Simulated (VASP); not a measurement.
An input for Quantum ESPRESSO's pw.x (written as the equivalent of a VASP run, and not itself run):

```
&CONTROL
  calculation = 'vc-relax'
  pseudo_dir = './pseudo'
  outdir = './out'
  tprnfor = .true.
  tstress = .true.
  nstep = 60
  forc_conv_thr = 0.00078
/
&SYSTEM
  ibrav = 0
  nat = 5
  ntyp = 3
  ecutwfc = 72
  occupations = 'smearing'
  smearing = 'gaussian'
  degauss = 0.003675
  input_dft = 'pw91'
/
&ELECTRONS
  conv_thr = 7.3e-08
  electron_maxstep = 100
/
&IONS
/
&CELL
/
ATOMIC_SPECIES
  Cs 132.905 Cs.upf
  Sn 118.710 Sn.upf
  I 126.904 I.upf
CELL_PARAMETERS angstrom
     6.2200000    0.0000000    0.0000000
     0.0000000    6.2200000    0.0000000
     0.0000000    0.0000000    6.2200000
ATOMIC_POSITIONS crystal
  Cs   0.0000000  0.0000000  0.0000000
  Sn   0.5000000  0.5000000  0.5000000
  I    0.5000000  0.0000000  0.5000000
  I    0.0000000  0.5000000  0.5000000
  I    0.5000000  0.5000000  0.0000000
K_POINTS automatic
  4 4 4 0 0 0
```

Question: Translate this input to VASP (INCAR, KPOINTS, POSCAR, choice of POTCAR).

Answer: Several could match; the one computed here: 
**INCAR**
```
ALGO = Normal
EDIFF = 1E-6
EDIFFG = -0.02
ENCUT = 520
GGA = 91
IBRION = 2
ISIF = 3
ISMEAR = 0
LASPH = T
LCHARG = F
LMAXMIX = 4
LREAL = F
LWAVE = F
NELM = 100
NSW = 60
PREC = Accurate
SIGMA = 0.05
SYSTEM = CsSnI3
```

### KPOINTS
```
Automatic mesh
0
Gamma
4 4 4
0 0 0
```

### POSCAR
```
CsSnI3
1
    6.2200000000     0.0000000000     0.0000000000
    0.0000000000     6.2200000000     0.0000000000
    0.0000000000     0.0000000000     6.2200000000
Cs Sn I
1 1 3
Direct
  0.0000000000   0.0000000000   0.0000000000
  0.5000000000   0.5000000000   0.5000000000
  0.5000000000   0.0000000000   0.5000000000
  0.0000000000   0.5000000000   0.5000000000
  0.5000000000   0.5000000000   0.0000000000
```

POTCAR, in this order: Cs_sv Sn_d I (PBE.64 set). Program: vasp_std.

Limits of the translation: the potentials are each code's own (VASP's PAW set, PseudoDojo norm-conserving files in pw.x), so ENCUT and ecutwfc are chosen apart and not converted; conv_thr bounds pw.x's estimated SCF error, while EDIFF bounds the energy change between steps; forc_conv_thr acts on force components and is met together with etot_conv_thr.

The compound is CsSnI3 in the cubic perovskite structure, the ideal cubic form; the compound distorts at low or room temperature. This run relaxes it. Symmetry was kept, so distortions that lower it aren't found. The start is the result of an earlier pass.
